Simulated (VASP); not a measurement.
A run of VASP 6.6.1 is set up as follows.

The input INCAR:

```
SYSTEM = Si16B
PREC = Accurate
ENCUT = 520
EDIFF = 1E-6
ISMEAR = -1
SIGMA = 0.05
LREAL = Auto
LASPH = .TRUE.
NELM = 150
ALGO = Normal
ISIF = 2
LWAVE = .FALSE.
LCHARG = .TRUE.
ISPIN = 2
MAGMOM = 0 0 0 0 0 0 0 0 0 0 0 0 0 0 0 0 0
LORBIT = 11
GGA = PS
LELF = .TRUE.
LVHAR = .TRUE.
NBANDS = 52
```

KPOINTS

```
Automatic mesh
0
G
  2 2 2
  0 0 0
```

Contents of POSCAR:

```
Si16B
1.0
    0.0000000000      5.4300000000      5.4300000000
    5.4300000000      0.0000000000      5.4300000000
    5.4300000000      5.4300000000      0.0000000000
Si B
16 1
Direct
    0.0018792818      0.0089523941      0.0020356354
    0.1315002762      0.1333439227      0.1220746777
    0.0302458564      0.0097963168      0.4938546961
    0.1150696133      0.1615300184      0.6296232044
    0.0097198895      0.5079003683     -0.0134178637
    0.1166269797      0.6360658379      0.1248551565
   -0.0105668508      0.5492228361      0.4952344383
    0.1590597606      0.6346054328      0.6146967772
    0.5043063536     -0.0075404236      0.0022291897
    0.6287746777      0.1235444751      0.1183676796
    0.4892395948      0.0068587477      0.4859941068
    0.6617837017      0.0737194291      0.6342954880
    0.4889023020      0.4951087477      0.0082581031
    0.6370746777      0.6206501842      0.1055868324
    0.5294589319      0.4619491713      0.4799911602
    0.5866193370      0.6118823204      0.6399075506
    0.7288460405      0.7847567219      0.6180248619
```

Potentials or basis: VASP PAW PBE potentials, release 64 (Si, B).

Command:

```bash
$ cat potpaw_PBE.64/Si/POTCAR potpaw_PBE.64/B/POTCAR > POTCAR
$ mpirun -np 1 vasp_std > vasp.out
```

Q: Predict the pressure.

A: 0.7 GPa.

Q: What does it give for the band gap on the k mesh?

A: None (metal or under the smearing width).

Q: What does it give for the net moment?

A: 0.00 μB per cell.

Stress tensor (GPa, compression positive):
```
-0.83  1.47 -1.36
 1.47  1.50  0.39
-1.36  0.39  1.53
```

Caveat: the k mesh is coarse (spacing up to 0.50 Å⁻¹), so the values aren't converged; the PAW data sets were made with another functional, which shifts forces and pressure a little.
